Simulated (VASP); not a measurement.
```
EuN
1.0
    0.00000     2.50079     2.50079
    2.50079     0.00000     2.50079
    2.50079     2.50079     0.00000
Eu N
1 1
Direct
  0.00000   0.00000   0.00000
  0.50000   0.50000   0.50000
```

These are PBEsol GGA with spin-orbit coupling, VASP's PBE PAW potentials (set 64) (plane waves; VASP 6.6.1) values and carry that method's errors. Numerical set-up: 520 eV cut-off, 11×11×11 Γ-centred mesh, Gaussian smearing of 0.050 eV, potentials Eu_2 N.

The 4f electrons are frozen in the core of the lanthanide potential, so 4f levels, which can set the real gap, and their magnetism are missing.

What does the run give for the energy per atom (σ→0), band gap (over mesh and band path) with the smallest direct gap where there is one?

| Property | Result |
|---|---|
| band gap (over mesh and band path) | none (metal, semimetal or under 0.01 eV) |
| energy per atom (σ→0) | -6.066 eV/atom |

Total energies compare only between runs with the same potentials, cut-off and functional.

The structure comes from a measured EuN entry (Fm-3m) of the Crystallography Open Database, whose conditions weren't checked. It was relaxed first.
